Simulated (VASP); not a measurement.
Given:

```yaml
crystal:
  lattice:
    - [1.36549, -2.36510, 0.00000]
    - [1.36549, 2.36510, 0.00000]
    - [0.00000, 0.00000, 4.30623]
  atoms:
    - { symbol: Os, position: [0.33333, 0.66667, 0.25000] }
    - { symbol: Os, position: [0.66667, 0.33333, 0.75000] }
```

The numbers are results of PBEsol GGA, VASP's PBE PAW potentials (set 64) (plane waves; VASP), not measurements. Settings: 400 eV cut-off, 14×14×8 Γ-centred mesh, first-order Methfessel-Paxton smearing of 0.10 eV, potentials Os.

Unless said otherwise, spin-orbit coupling is left out, though it shifts the bands of the heavy elements here.

### Question
What does the run give for the energy per atom (σ→0), band gap (on the k-mesh) with the smallest direct gap where there is one?

### Answer

```yaml
band gap (on the k-mesh): none (metal, semimetal or under 0.01 eV)
energy per atom (σ→0): -1180.9 kJ/mol of atoms
```

Total energies compare only between runs with the same potentials, cut-off and functional.

The compound is Os in the hcp structure. It was relaxed first. The start is the result of an earlier pass.
